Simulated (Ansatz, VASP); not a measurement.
Two plane-wave programs on NaCaF3

The input POSCAR:

```
NaCaF3
1.0
    4.3805651110      0.0000000000      0.0000000000
    0.0000000000      4.3805651110      0.0000000000
    0.0000000000      0.0000000000      4.3805651110
Na Ca F
1 1 3
Direct
    0.0000000000      0.0000000000      0.0000000000
    0.5000000000      0.5000000000      0.5000000000
    0.5000000000      0.5000000000      0.0000000000
    0.5000000000      0.0000000000      0.5000000000
    0.0000000000      0.5000000000      0.5000000000
```

The input INCAR.step1:

```
SYSTEM = NaCaF3
PREC = Accurate ; ENCUT = 520
ISMEAR = 0 ; SIGMA = 0.01
LREAL = .False. ; LASPH = .True.
NELM = 80 ; NBANDS = 27
GGA = PE ; ALGO = Normal
EDIFF = 1E-4 ; LWAVE = .True.
LCHARG = .False.
```

The input INCAR.step2:

```
SYSTEM = NaCaF3
PREC = Accurate ; ENCUT = 520
EDIFF = 1E-6 ; ISMEAR = 0
SIGMA = 0.01 ; LREAL = .False.
LASPH = .True. ; NELM = 80
ALGO = Normal ; ISIF = 2
LWAVE = .False. ; LCHARG = .False.
METAGGA = R2SCAN ; LMIXTAU = .True.
NBANDS = 27 ; ISTART = 1
```

Contents of KPOINTS:

```
Automatic mesh
0
Gamma
  6 6 6
  0 0 0
```

Input for Ansatz:

```yaml
crystal:
  lattice:
    - [4.380565111, 0.0, 0.0]
    - [0.0, 4.380565111, 0.0]
    - [0.0, 0.0, 4.380565111]
  atoms:
    - { symbol: Na, position: [0.0, 0.0, 0.0] }
    - { symbol: Ca, position: [0.5, 0.5, 0.5] }
    - { symbol: F, position: [0.5, 0.5, 0.0] }
    - { symbol: F, position: [0.5, 0.0, 0.5] }
    - { symbol: F, position: [0.0, 0.5, 0.5] }
kpoints:
  mp_grid: { grid: [6, 6, 6] }
  band_path:
    path: [[0.0, 0.0, 0.0], [0.0, 0.5, 0.0], [0.5, 0.5, 0.0], [0.5, 0.5, 0.5]]
    npoints: 1
hamiltonian:
  xc: r2scan
scf:
  occupations: { method: fixed }
  n_extra_bands: 5
output:
  forces: true
  stress: true
  eigenvalues: true
```

Alike in both runs: task single point; functional r2SCAN; k mesh 6 × 6 × 6; no spin polarisation.

```csv
,VASP,Ansatz
version,VASP 6.6.1,Ansatz 0.2.0
potentials or method,"VASP PAW PBE potentials, release 64 (Na_pv, Ca_sv, F)","plane waves, PAW"
plane-wave cutoff (eV),520,500
occupations,"gaussian, width 0.01 eV",fixed
valence electrons in the cell,38,40
```

|  | VASP | Ansatz | Ansatz less VASP |
| --- | --- | --- | --- |
| gap on the k mesh at the Fermi level (eV) | 5.93 | 5.93 | 0.000 |
| pressure (GPa) | 0.5 | 0.0 | -0.44 |

The two sets of potentials don't hold the same shells in valence.

Caveats: the PAW data sets were made with another functional, which shifts forces and pressure a little (VASP). r2SCAN opens gaps a little over a GGA but as a rule still falls short of measured ones. A k mesh can miss the band edges.
